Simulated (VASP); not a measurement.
# Nb2SnSe (P4/mmm) in VASP: single point with r2SCAN

Aim: the single point of Nb2SnSe with r2SCAN.

Everything below comes from runs of VASP 6.6.1. Logs are shortened: lines on timing, memory, paths and dates and some standing lists are left out, and cuts for length are marked.

### 1 The crystal as given

It takes space group P4/mmm (No. 123, tetragonal). Conventional cell: a = 3.248 Å, b = 3.248 Å, c = 7.040 Å, α = 90.00°, β = 90.00°, γ = 90.00°. Nb (site symmetry 4mm) has 4 Se at 2.77 Å and 4 Sn at 3.03 Å and 1 Nb at 3.08 Å as nearest neighbours. Sn (site symmetry 4/mmm) has 8 Nb at 3.03 Å and 4 Sn at 3.25 Å as nearest neighbours. Se (site symmetry 4/mmm) is surrounded by 8 Nb at 2.77 Å.

The cell was built by a generator and needn't be a form met in nature.

### 2 Single point, r2SCAN

INCAR

```
  ALGO = Normal
  EDIFF = 1E-6
  ENCUT = 520
  ISIF = 2
  ISMEAR = 0
  KPAR = 2
  LASPH = T
  LCHARG = F
  LMIXTAU = T
  LREAL = F
  LWAVE = F
  METAGGA = R2SCAN
  NELM = 150
  PREC = Accurate
  SIGMA = 0.1
```

KPOINTS

```
k-points
0
Gamma
  10 10 6
```

POSCAR

```
Nb2SnSe
1.0
    3.2476100000      0.0000000000      0.0000000000
    0.0000000000      3.2476100000      0.0000000000
    0.0000000000      0.0000000000      7.0403800000
Nb Sn Se
2 1 1
Direct
    0.5000000000      0.5000000000      0.7189820000
    0.5000000000      0.5000000000      0.2810180000
    0.0000000000      0.0000000000      0.0000000000
    0.0000000000      0.0000000000      0.5000000000
```

Potentials or basis: VASP PAW PBE potentials, release 64 (Nb_sv, Sn_d, Se).

Run with:

```
$ cat potpaw_PBE.64/Nb_sv/POTCAR potpaw_PBE.64/Sn_d/POTCAR potpaw_PBE.64/Se/POTCAR > POTCAR
$ mpirun -np 2 vasp_std > vasp.out
```

OUTCAR:

```text
EDIFF = 1E-6
   ENCUT = 520
   ISIF = 2
   ISMEAR = 0
   LASPH = T
   LREAL = F
   METAGGA = R2SCAN
   NELM = 150
   PREC = Accurate

 ion  position               nearest neighbor table
   1  0.500  0.500  0.719-   4 2.77   4 2.77   4 2.77   4 2.77   3 3.03   3 3.03   3 3.03   3 3.03

   2  0.500  0.500  0.281-   4 2.77   4 2.77   4 2.77   4 2.77   3 3.03   3 3.03   3 3.03   3 3.03

   3  0.000  0.000  0.000-   1 3.03   2 3.03   1 3.03   2 3.03   1 3.03   2 3.03   1 3.03   2 3.03

   4  0.000  0.000  0.500-   1 2.77   2 2.77   1 2.77   2 2.77   1 2.77   2 2.77   1 2.77   2 2.77

  LATTYP: Found a simple tetragonal cell.
 ALAT       =     3.2476100000
 C/A-ratio  =     2.1678649838

  Lattice vectors:

 A1 = (   3.2476100000,   0.0000000000,   0.0000000000)
 A2 = (   0.0000000000,   3.2476100000,   0.0000000000)
 A3 = (   0.0000000000,   0.0000000000,   7.0403800000)

Analysis of symmetry for initial positions (statically):
=====================================================================
 Subroutine PRICEL returns:
 Original cell was already a primitive cell.

 Routine SETGRP: Setting up the symmetry group for a
 simple tetragonal supercell.

 Subroutine GETGRP returns: Found 16 space group operations
 (whereof 16 operations were pure point group operations)
 out of a pool of 16 trial point group operations.

The static configuration has the point symmetry D_4h.

Analysis of symmetry for dynamics (positions and initial velocities):
=====================================================================
 Subroutine PRICEL returns:
 Original cell was already a primitive cell.

 Routine SETGRP: Setting up the symmetry group for a
 simple tetragonal supercell.

 Subroutine GETGRP returns: Found 16 space group operations
 (whereof 16 operations were pure point group operations)
 out of a pool of 16 trial point group operations.

The dynamic configuration has the point symmetry D_4h.

 Subroutine INISYM returns: Found 16 space group operations
 (whereof 16 operations are pure point group operations),
 and found     1 'primitive' translations

----------------------------------------------------------------------------------------

                                     Primitive cell

  volume of cell :      74.2547

  direct lattice vectors                    reciprocal lattice vectors
[... 90 lines left out ...]
   NELM   =    150;   NELMIN=  2; NELMDL= -5     # of ELM steps
   EDIFF  = 0.1E-05   stopping-criterion for ELM
   LREAL  =      F    real-space projection
   EDIFFG = 0.1E-04   stopping-criterion for IOM
   NSW    =      0    number of steps for IOM
   IBRION =     -1    ionic relax: 0-MD 1-quasi-New 2-CG
   NFREE  =      0    steps in history (QN), initial steepest desc. (CG)
   ISIF   =      2    stress and relaxation
   ISYM   =      2    0-nonsym 1-usesym 2-fastsym
   POTIM  = 0.5000    time-step for ionic-motion
   TEBEG  =    0.0;   TEEND  =   0.0 temperature during run
   PSTRESS=    0.0 pullay stress
   NELECT =      46.0000    total number of electrons
   NUPDOWN=      -1.0000    fix difference up-down
   EMIN   =  10.00;   EMAX   =-10.00  energy-range for DOS
   EFERMI =   0.00;   METHOD = LEGACY
   ISMEAR =     0;   SIGMA  =   0.10  broadening in eV -4-tet -1-fermi 0-gaus
   EFERMI_NEDOS =   21; number of points for ismear=-14 and -15
   IALGO  =     38    algorithm
   IMIX   =      4    mixing-type and parameters
     AMIX     =   0.40;   BMIX     =  1.00
     AMIX_MAG =   1.60;   BMIX_MAG =  1.00
  volume/ion in A,a.u.               =      18.56       125.27
  Fermi-wavevector in a.u.,A,eV,Ry     =   1.395574  2.637252 26.499066  1.947626
  Thomas-Fermi vector in A             =   2.519012
   LORBIT       =      0    0 simple, 1 ext, 2 COOP (PROOUT), +10 PAW based schemes
   METAGGA = R2SCAN    functional components
   LHFCALC =     F    Hartree Fock is set to
   AEXX    =    0.0000 exact exchange contribution
   IVDW    =     0    specifies the selected vdW correction
   LEPSILON=     F    determine dielectric tensor
   LRPA    =     F    only Hartree local field effects (RPA)
 non-spin polarized calculation
 Gauss-broadening in eV      SIGMA  =   0.10
  energy-cutoff  :      520.00
  volume of cell :       74.25
 maximum number of plane-waves:      2028
   NGX = 13   NGY = 13   NGZ = 27

 number of electron      46.0000003 magnetization

 Free energy of the ion-electron system (eV)
  ---------------------------------------------------
  ext. energy  EPLUGINS =         0.00000000
  ---------------------------------------------------
  free energy    TOTEN  =       -89.39003027 eV

  energy without entropy =      -89.37128987  energy(sigma->0) =      -89.38066007

 E-fermi :  11.1392     XC(G=0): -12.9573

 val. band max:       11.1311678043   @ k =   0.1000   0.1000   0.5000
 cond. band min:      11.1566826882   @ k =   0.5000   0.3000   0.3333
 fundamental gap:      0.0255148840
 Fermi energy:        11.1391930932

 k-point     1 :       0.0000    0.0000    0.0000
  band No.  band energies     occupation
      1     -46.1158      2.00000
      2     -46.0887      2.00000
      3     -21.6994      2.00000
      4     -21.3802      2.00000
      5     -21.3347      2.00000
      6     -21.3347      2.00000
[... 709 lines left out ...]
     26      12.5792      0.00000
     27      12.6343      0.00000

 [... further k-points ...]

------------------------ aborting loop because EDIFF is reached ----------------------------------------

  FORCE on cell =-STRESS in cart. coord.  units (eV):
  Direction    XX          YY          ZZ          XY          YZ          ZX
  --------------------------------------------------------------------------------------
  -------------------------------------------------------------------------------------
  Total       -0.7417921     -0.7417921     -0.2964731      0.0000000      0.0000000      0.0000000
  in kB      -16.0054892    -16.0054892     -6.3969364      0.0000000      0.0000000      0.0000000
  external PRESSURE =     -12.8026383 kB  Pullay stress =       0.0000000 kB

 VOLUME and BASIS-vectors are now :
 -----------------------------------------------------------------------------
  energy-cutoff  :      520.00
  volume of cell :       74.25
      direct lattice vectors                 reciprocal lattice vectors
     3.247610000  0.000000000  0.000000000     0.307918746  0.000000000  0.000000000
     0.000000000  3.247610000  0.000000000     0.000000000  0.307918746  0.000000000
     0.000000000  0.000000000  7.040380000     0.000000000  0.000000000  0.142037788

 POSITION                                       TOTAL-FORCE (eV/Angst)
 -----------------------------------------------------------------------------------
      1.62380      1.62380      5.06191         0.000000     -0.000000     -0.031076
      1.62380      1.62380      1.97847         0.000000      0.000000      0.031076
      0.00000      0.00000      0.00000         0.000000      0.000000      0.000000
      0.00000      0.00000      3.52019         0.000000      0.000000      0.000000
 -----------------------------------------------------------------------------------
    total drift:                                0.000000     -0.000000      0.000000

  FREE ENERGIE OF THE ION-ELECTRON SYSTEM (eV)
  ---------------------------------------------------
  free  energy   TOTEN  =       -89.3900302733 eV

  energy  without entropy=      -89.3712898718  energy(sigma->0) =      -89.38066007
```

Run time: 3 min. Hardware: 2 MPI ranks of Intel Xeon Platinum 8488C (Sapphire Rapids), shared host; peak memory 0.3 GiB.

What came out:

* Free energy: -89.3900 eV
* Pressure: -1.3 GPa
* Largest force: 0.031 eV/Å
* Band gap on the k mesh: none (metal or under the smearing width)

Forces on the atoms (eV/Å):
```
Nb   0.000  0.000 -0.031
Nb   0.000  0.000  0.031
Sn   0.000  0.000  0.000
Se   0.000  0.000  0.000
```

Stress tensor (GPa, compression positive):
```
-1.60  0.00  0.00
 0.00 -1.60  0.00
 0.00  0.00 -0.64
```

Caveat: the PAW data sets were made with another functional, which shifts forces and pressure a little.
